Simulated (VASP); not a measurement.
Computed with AM05 GGA, VASP's PBE PAW potentials (set 64) (plane waves; VASP).

Input for VASP

KPOINTS:
```
K-points
0
G
  16 16 16
0 0 0
```

File POSCAR:
```
Pd
1
    0.0000000000     1.9536416373     1.9536416373
    1.9536416373     0.0000000000     1.9536416373
    1.9536416373     1.9536416373     0.0000000000
Pd
1
Direct
  0.0000000000   0.0000000000   0.0000000000
```

**INCAR**
```
LASPH = .True.
ISIF = 2
GGA = AM
LWAVE = .False.
LREAL = .False.
PREC = Accurate
EDIFF = 1E-7
SIGMA = 0.1   ! width (eV)
NELM = 100   ! most electronic steps
ISMEAR = 1
SYSTEM = Pd
LMAXMIX = 4
ENCUT = 520
LCHARG = .False.
ALGO = Normal   ! blocked Davidson
```

POTCAR, in this order: Pd (PBE.64 set). Program: vasp_std.

What VASP printed:

**OSZICAR**
```
       N       E                     dE             d eps       ncg     rms          rms(c)
DAV:   1     0.398145155778E+02    0.39815E+02   -0.53120E+03  2618   0.104E+03
DAV:   2    -0.564777624034E+01   -0.45462E+02   -0.44395E+02  2801   0.196E+02
DAV:   3    -0.600743103785E+01   -0.35965E+00   -0.35783E+00  2983   0.210E+01
DAV:   4    -0.600922851036E+01   -0.17975E-02   -0.17972E-02  3036   0.139E+00
DAV:   5    -0.600924879780E+01   -0.20287E-04   -0.20286E-04  3012   0.131E-01    0.799E+00
DAV:   6    -0.566863254605E+01    0.34062E+00   -0.16481E+00  2659   0.121E+01    0.363E+00
DAV:   7    -0.565757000026E+01    0.11063E-01   -0.72397E-03  2920   0.823E-01    0.196E+00
DAV:   8    -0.565310548807E+01    0.44645E-02   -0.12296E-03  2770   0.272E-01    0.514E-02
DAV:   9    -0.565311020701E+01   -0.47189E-05   -0.10866E-05  3661   0.388E-02    0.120E-02
DAV:  10    -0.565311374349E+01   -0.35365E-05   -0.13169E-06  2942   0.111E-02    0.146E-03
DAV:  11    -0.565311371312E+01    0.30376E-07   -0.27337E-08  1860   0.169E-03
   1 F= -.56531137E+01 E0= -.56530946E+01  d E =-.573329E-04
```

OUTCAR:
```
------------------------ aborting loop because EDIFF is reached ----------------------------------------
  FORCE on cell =-STRESS in cart. coord.  units (eV):
  Direction    XX          YY          ZZ          XY          YZ          ZX
  --------------------------------------------------------------------------------------
  Total       -0.5183841     -0.5183841     -0.5183841      0.0000000      0.0000000     -0.0000000
  in kB      -55.6926113    -55.6926113    -55.6926113      0.0000000      0.0000000     -0.0000000
  external PRESSURE =     -55.6926113 kB  Pullay stress =       0.0000000 kB
  volume of cell :       14.91
      direct lattice vectors                 reciprocal lattice vectors
     0.000000000  1.953641637  1.953641637    -0.255932301  0.255932301  0.255932301
     1.953641637  0.000000000  1.953641637     0.255932301 -0.255932301  0.255932301
     1.953641637  1.953641637  0.000000000     0.255932301  0.255932301 -0.255932301
 POSITION                                       TOTAL-FORCE (eV/Angst)
 -----------------------------------------------------------------------------------
      0.00000      0.00000      0.00000         0.000000      0.000000      0.000000
 -----------------------------------------------------------------------------------
    total drift:                               -0.000000      0.000000     -0.000000
  FREE ENERGIE OF THE ION-ELECTRON SYSTEM (eV)
  ---------------------------------------------------
  free  energy   TOTEN  =        -5.6531137131 eV

  energy  without entropy=       -5.6530563803  energy(sigma->0) =       -5.65309460
```
(Selected blocks of OUTCAR.)

### OUTCAR
```
 val. band max:        9.4574787898   @ k =   0.5000   0.1250   0.0000

 cond. band min:       9.4648840485   @ k =   0.5000   0.3750   0.0625


 Fermi energy:         9.4602548255

 k-point     1 :       0.0000    0.0000    0.0000
  band No.  band energies     occupation
      1       2.2956      2.00000
      2       6.6525      2.00000
      3       6.6525      2.00000
      4       6.6525      2.00000
      5       8.2558      2.00000
      6       8.2558      2.00000
      7      26.5320      0.00000
      8      31.2792      0.00000
      9      31.2792      0.00000

 k-point     2 :       0.0625    0.0000    0.0000
  band No.  band energies     occupation
      1       2.4363      2.00000
      2       6.6023      2.00000
      3       6.7011      2.00000
      4       6.7011      2.00000
      5       8.2324      2.00000
      6       8.2324      2.00000
      7      26.6782      0.00000
      8      30.3335      0.00000
      9      31.4380      0.00000

 k-point     3 :       0.1250    0.0000    0.0000
  band No.  band energies     occupation
      1       2.8387      2.00000
      2       6.4837      2.00000
      3       6.8227      2.00000
      4       6.8227      2.00000
      5       8.1898      2.00000
      6       8.1898      2.00000
      7      26.9427      0.00000
      8      28.5692      0.00000
      9      31.8803      0.00000

 k-point     4 :       0.1875    0.0000    0.0000
  band No.  band energies     occupation
      1       3.4240      2.00000
      2       6.4046      2.00000
      3       6.9366      2.00000
      4       6.9366      2.00000
      5       8.2134      2.00000
      6       8.2134      2.00000
      7      25.9605      0.00000
      8      27.7530      0.00000
      9      32.4810      0.00000

 k-point     5 :       0.2500    0.0000    0.0000
  band No.  band energies     occupation
      1       3.9878      2.00000
      2       6.5961      2.00000
      3       6.9445      2.00000
...
```

The compound is Pd in the fcc structure. This cell is one point of a volume scan, at 1.03 of the reference volume.
